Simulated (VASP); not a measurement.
Energy against volume of Tm (hcp). These are rev-vdW-DF2, VASP's PBE PAW potentials (set 64) (plane waves; VASP) values and carry that method's errors. Numerical set-up: 520 eV cut-off, 12×12×7 Γ-centred mesh, first-order Methfessel-Paxton smearing of 0.10 eV, potentials Tm_3.

The 4f electrons are frozen in the core of the lanthanide potential, so 4f levels, which can set the real gap, and their magnetism are missing.

Shape and ions are relaxed at each volume.

```
V (Å³/atom)  E (eV/atom)
-----------  -----------
28.274          -2.21916
29.148          -2.22461
30.023          -2.22217
30.897          -2.21266
```

Task: Fit these four points and predict the energy of the run at 27.400 Å³/atom.

Result: A cubic in V^(−2/3), the third-order Birch-Murnaghan form, passes through the four points with V0 = 29.30 Å³/atom and B0 = 47 GPa, and gives -2.2049 eV/atom there. The run gave -2.2050 eV/atom, -0.1 meV/atom from the fit; all five points give B0 = 47 GPa.

The compound is Tm in the hcp structure. It was relaxed first.
